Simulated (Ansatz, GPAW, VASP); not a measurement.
## Code comparison for TaGa₃ (P1, 4 atoms in the cell)

Self-consistent single point, at a second geometry (atoms moved at random). First geometry:

```yaml
crystal:
  lattice:
    - [-1.89517, 1.89517, 4.33188]
    - [1.89517, -1.89517, 4.33188]
    - [1.89517, 1.89517, -4.33188]
  atoms:
    - { symbol: Ta, position: [0.00000, 0.00000, 0.00000] }
    - { symbol: Ga, position: [0.50000, 0.50000, 0.00000] }
    - { symbol: Ga, position: [0.75000, 0.25000, 0.50000] }
    - { symbol: Ga, position: [0.25000, 0.75000, 0.50000] }
```

Second geometry:
```yaml
crystal:
  lattice:
    - [-1.89517, 1.89517, 4.33188]
    - [1.89517, -1.89517, 4.33188]
    - [1.89517, 1.89517, -4.33188]
  atoms:
    - { symbol: Ta, position: [0.99301, 0.98253, 0.98081] }
    - { symbol: Ga, position: [0.50720, 0.51820, 0.01502] }
    - { symbol: Ga, position: [0.75549, 0.25651, 0.51085] }
    - { symbol: Ga, position: [0.24430, 0.74276, 0.49332] }
```

Shared settings, as Ansatz (an electronic-structure program) writes them: kpoints.mp_grid.grid = 9 9 9; scf.occupations.method = fermi_dirac; scf.occupations.width = 0.0073 Ry. Potentials and cutoffs stand in the table.

```json
[
 {"code": "GPAW", "model": "LDA (Perdew-Wang 92), GPAW PAW datasets LDA (gpaw-data 1.0.1)", "ΔF from the first geometry (meV/atom)": "16.1", "pressure (GPa)": "-3.63", "largest force (eV/Å)": "1.023", "cutoff": "550 eV"},
 {"code": "Ansatz", "model": "LDA (PW92), PAW files made with PBE", "ΔF from the first geometry (meV/atom)": "15.3", "pressure (GPa)": "-4.76", "largest force (eV/Å)": "0.990", "cutoff": "default"},
 {"code": "VASP", "model": "LDA (PZ), VASP's LDA PAW potentials (set 64)", "ΔF from the first geometry (meV/atom)": "15.5", "pressure (GPa)": "-4.59", "largest force (eV/Å)": "1.004", "cutoff": "300 eV"}
]
```

Size of the force on each atom (eV/Å): Sizes of forces hide their directions.

```tsv
code	Ta1	Ga2	Ga3	Ga4
GPAW	1.023	0.929	0.279	0.262
Ansatz	0.990	0.892	0.259	0.236
VASP	1.004	0.903	0.263	0.238
```

On Ansatz's run: spin-orbit coupling is off. Spin polarisation is off.

The spread over the programs that give each value: ΔF from the first geometry within 0.8 meV/atom; pressure within 1.13 GPa; largest force within 0.033 eV/Å.

Ansatz's pressure is given at a fixed set of plane waves, as the other plane-wave codes print theirs. The same LDA comes in different parametrisations, which differ slightly.

VASP's run is marked for a possible Pulay error in its stress at this cutoff; no cutoff test was made.

The starting cell comes from a database of computed structures (which also holds hypothetical and non-ambient phases and stackings), without a prior relaxation at this level. For this run, on top of that: atoms moved at random.

Left out of this page: SIESTA (not drawn, or without a comparable value).

Keys are those of Ansatz 0.2.
